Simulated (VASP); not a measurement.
A convergence study with VASP on ZnS (zinc blende): one setting is varied, all else stays as given below, so the limit is that of these other settings.

```yaml
crystal:
  lattice:
    - [0.00000, 2.70500, 2.70500]
    - [2.70500, 0.00000, 2.70500]
    - [2.70500, 2.70500, 0.00000]
  atoms:
    - { symbol: Zn, position: [0.00000, 0.00000, 0.00000] }
    - { symbol: S, position: [0.25000, 0.25000, 0.25000] }
```

Computed with PBEsol GGA, VASP's PBE PAW potentials (set 64) (plane waves; VASP 6.6.1). The tightest run used: 550 eV cut-off, 13×13×13 Monkhorst-Pack mesh, Gaussian smearing of 0.050 eV, potentials Zn S.

Question: The settings run are 1×1×1 mesh; 2×2×2 mesh; 3×3×3 mesh; 4×4×4 mesh; 5×5×5 mesh; 6×6×6 mesh; 7×7×7 mesh; 8×8×8 mesh; 9×9×9 mesh; 10×10×10 mesh; 11×11×11 mesh; 12×12×12 mesh; 13×13×13 mesh. From which on does the energy per atom stay within 0.005 eV/atom of the tightest run?

Answer: From 6×6×6 mesh on: it is off by 0.0000 there and by no more than 0.005 in any finer run, while 5×5×5 mesh is off by 0.0064.
```
setting        E (eV/atom)  pressure (GPa)  irreducible k-points  difference judged (eV/atom)
-------------  -----------  --------------  --------------------  ---------------------------
1×1×1 mesh          2.6414           49.35                     1                       6.4326
2×2×2 mesh         -3.7680           -1.67                     2                       0.0232
3×3×3 mesh         -3.6754           -0.72                     4                       0.1158
4×4×4 mesh         -3.7911           -2.01                    10                       0.0001
5×5×5 mesh         -3.7849           -1.94                    10                       0.0064
6×6×6 mesh         -3.7912           -2.02                    28                       0.0000
7×7×7 mesh         -3.7907           -2.02                    20                       0.0005
8×8×8 mesh         -3.7912           -2.02                    60                       0.0000
9×9×9 mesh         -3.7912           -2.02                    35                       0.0001
10×10×10 mesh      -3.7912           -2.02                   110                       0.0000
11×11×11 mesh      -3.7912           -2.02                    56                       0.0000
12×12×12 mesh      -3.7912           -2.02                   182                       0.0000
13×13×13 mesh      -3.7912           -2.02                    84                       0.0000
```

Left out are rungs that failed or repeat a setting and relaxations that didn't move; long series are thinned to 24 rows.

The compound is ZnS in the zinc blende structure. The cell was not relaxed at this level.
